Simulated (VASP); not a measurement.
VASP input:

### KPOINTS
```
K-points
0
Gamma
14 14 14
```

**INCAR**
```
LUSE_VDW = .True.
NELM = 100
PREC = Accurate
ISIF = 2
ALGO = Normal
PARAM2 = 1.0
SIGMA = 0.1   # width (eV)
PARAM1 = 0.1234
ISMEAR = 1   # Methfessel-Paxton
LWAVE = .False.
SYSTEM = NbC
AGGAC = 0.0
LASPH = .True.
LCHARG = .False.
GGA = MK
LMAXMIX = 4   # l cut-off of mixed one-centre charges
EDIFF = 1E-7
LREAL = .False.   # projection in real space or not
ENCUT = 520
```

POSCAR:
```
NbC
1
    0.0000000000     2.2357794456     2.2357794456
    2.2357794456     0.0000000000     2.2357794456
    2.2357794456     2.2357794456     0.0000000000
Nb C
1 1
Direct
  0.0000000000   0.0000000000   0.0000000000
  0.5000000000   0.5000000000   0.5000000000
```

POTCAR, in this order: Nb_sv C (PBE.64 set). Program: vasp_std.

Problem. Translate this optB86b-vdW calculation to Quantum ESPRESSO's pw.x.

Solution. One equivalent input (not run):
```
&CONTROL
  calculation = 'scf'
  pseudo_dir = './pseudo'
  outdir = './out'
  tprnfor = .true.
  tstress = .true.
/
&SYSTEM
  ibrav = 0
  nat = 2
  ntyp = 2
  ecutwfc = 82
  occupations = 'smearing'
  smearing = 'methfessel-paxton'
  degauss = 0.00735
  input_dft = 'vdw-df-ob86'
/
&ELECTRONS
  conv_thr = 7.3e-09
  electron_maxstep = 100
/
ATOMIC_SPECIES
  Nb 92.906 Nb.upf
  C 12.011 C.upf
CELL_PARAMETERS angstrom
     0.0000000    2.2357794    2.2357794
     2.2357794    0.0000000    2.2357794
     2.2357794    2.2357794    0.0000000
ATOMIC_POSITIONS crystal
  Nb   0.0000000  0.0000000  0.0000000
  C    0.5000000  0.5000000  0.5000000
K_POINTS automatic
  14 14 14 0 0 0
```
What does not carry over: the potentials are each code's own (VASP's PAW set, PseudoDojo norm-conserving files in pw.x), so ENCUT and ecutwfc are chosen apart and not converted; conv_thr bounds pw.x's estimated SCF error, while EDIFF bounds the energy change between steps.

The compound is NbC in the rock salt structure. It was relaxed first.
